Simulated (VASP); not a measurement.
All values below come from PBE GGA, VASP's PBE PAW potentials (set 64) (plane waves; VASP).

Input for VASP

File KPOINTS:
```
Automatic mesh
0
Gamma
6 6 6
0 0 0
```

**INCAR**
```
# general
SYSTEM   =  CsI
PREC     =  Accurate
ENCUT    =  520   # plane-wave cut-off (eV)
LREAL    =  .FALSE.
LASPH    =  .TRUE.

# electronic loop
EDIFF    =  1E-7
NELM     =  100   # most electronic steps
ALGO     =  Normal   # blocked Davidson
LMAXMIX  =  4

# smearing
ISMEAR   =  0   # Gaussian
SIGMA    =  0.05   # width (eV)

# functional
GGA      =  PE

# ions
ISIF     =  2   # forces and stress, cell fixed

# output
LWAVE    =  .FALSE.
LCHARG   =  .FALSE.
```

File POSCAR:
```
CsI
1
    4.6237404162     0.0000000000     0.0000000000
    0.0000000000     4.6237404162     0.0000000000
    0.0000000000     0.0000000000     4.6237404162
Cs I
1 1
Direct
  0.0000000000   0.0000000000   0.0000000000
  0.5000000000   0.5000000000   0.5000000000
```

POTCAR, in this order: Cs_sv I (PBE.64 set). Program: vasp_std.

### Question
What will the output report for the number of irreducible k-points (NKPTS), largest plane-wave count, number of space-group operations, FFT grid (NGX, NGY, NGZ)?

### Answer

The number of irreducible k-points (NKPTS) is 20. The largest plane-wave count is 2688 and the number of space-group operations is 48. The FFT grid (NGX, NGY, NGZ) is 36 × 36 × 36.

The compound is CsI in the CsCl type structure. This cell is one point of a volume scan, at 0.97 of the reference volume.
